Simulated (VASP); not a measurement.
Input:

```yaml
crystal:
  lattice:
    - [2.76078, 0.00000, 0.00000]
    - [0.00000, 2.76078, 0.00000]
    - [0.00000, 0.00000, 2.76078]
  atoms:
    - { symbol: Cr, position: [0.00000, 0.00000, 0.00000] }
    - { symbol: Cr, position: [0.50000, 0.50000, 0.50000] }
```

Level of theory: LDA (Ceperley-Alder, Perdew-Zunger), VASP's LDA PAW potentials (set 64) (plane waves; VASP). Numerical set-up: 520 eV cut-off, 13×13×13 Γ-centred mesh, first-order Methfessel-Paxton smearing of 0.10 eV, potentials Cr_pv.

Give the stress tensor in GPa (positive for a compressed cell).

```
9.72  0.00  0.00
0.00  9.72  0.00
0.00  0.00  9.72
```
The pressure is its mean diagonal, 9.72 GPa.

The compound is Cr in the bcc, AFM order structure. This cell is one point of a volume scan, at 0.97 of the reference volume. The run is not spin-polarised, so no magnetic state was tried.
